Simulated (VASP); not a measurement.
A run of VASP 6.6.1 is set up as follows.

File INCAR:

```
SYSTEM = ZnH12Cl2O6
ALGO     = Normal         ! electronic algorithm
EDIFF    = 1E-5           ! SCF threshold, eV
ENCUT    = 520            ! plane-wave cutoff, eV
GGA      = PE             ! functional
IBRION   = 0              ! ionic algorithm
ISIF     = 2              ! what is computed and relaxed
ISMEAR   = -1             ! smearing method
ISYM     = 0            
IVDW     = 12             ! dispersion correction
LANGEVIN_GAMMA= 20 20 20 20  
LASPH    = .TRUE.         ! aspherical terms in the spheres
LCHARG   = .FALSE.        ! write CHGCAR
LREAL    = Auto         
LWAVE    = .FALSE.        ! write WAVECAR
MDALGO   = 3            
NELM     = 100            ! most SCF steps
NELMIN   = 4            
NSW      = 40             ! ionic steps
POTIM    = 0.75           ! step
PREC     = Accurate       ! precision mode
RANDOM_SEED= 43460 0 0    
SIGMA    = 0.02           ! smearing width, eV
TEBEG    = 1500.0       
TEEND    = 1500.0
```

File KPOINTS:

```
k-points
0
G
  1 1 1
  0 0 0
```

POSCAR

```
ZnH12Cl2O6
1.0
    6.2658270000      0.0000000000      0.0000000000
    0.0000000000      6.2658270000      0.0000000000
    0.0000000000      0.0000000000      6.2658270000
O H Zn Cl
6 12 1 2
Direct
   -0.0461429400      0.6252282700      0.3639809700
    0.6327039300      0.7033822800      0.1276251000
    0.4415076800      0.1163414100      0.2201870100
    0.8986121200      0.0171147300      0.0499344100
    0.6400555800      0.3249060500      0.8938462400
    0.5782059900      0.8680900800      0.6575038000
    0.0609452400      0.6445005000      0.2516846400
   -0.1886265600      0.6447613100      0.2854063700
    0.7283291600      0.8163675600      0.0650415300
    0.6260627500      0.5856506000      0.0228260000
    0.2921483400      0.1355112600      0.2654474900
    0.4562839100     -0.0364046300      0.1847134500
    0.8281617400      0.1412809300     -0.0190499700
    0.9198064300      0.0612064200      0.1976571300
    0.5313425900      0.2509752800      0.9825345700
    0.6128032300      0.2825533700      0.7468540300
    0.4604268700      0.7855958200      0.7277104900
    0.4982922400      0.9512896100      0.5479041800
    1.0071184800      0.7976785100      0.6290764300
    0.1724051200      0.6017331200      0.8660252400
    0.0592375000      0.1326778200      0.5452991900
```

Potentials or basis: VASP PAW PBE potentials, release 64 (O, H, Zn, Cl).

The run is started by

```sh
$ cat potpaw_PBE.64/O/POTCAR potpaw_PBE.64/H/POTCAR potpaw_PBE.64/Zn/POTCAR potpaw_PBE.64/Cl/POTCAR > POTCAR
$ mpirun -np 1 vasp_gam > vasp.out
```

(1) What does it give for the dispersion energy per atom?

## Answers

(1) -0.058 eV.
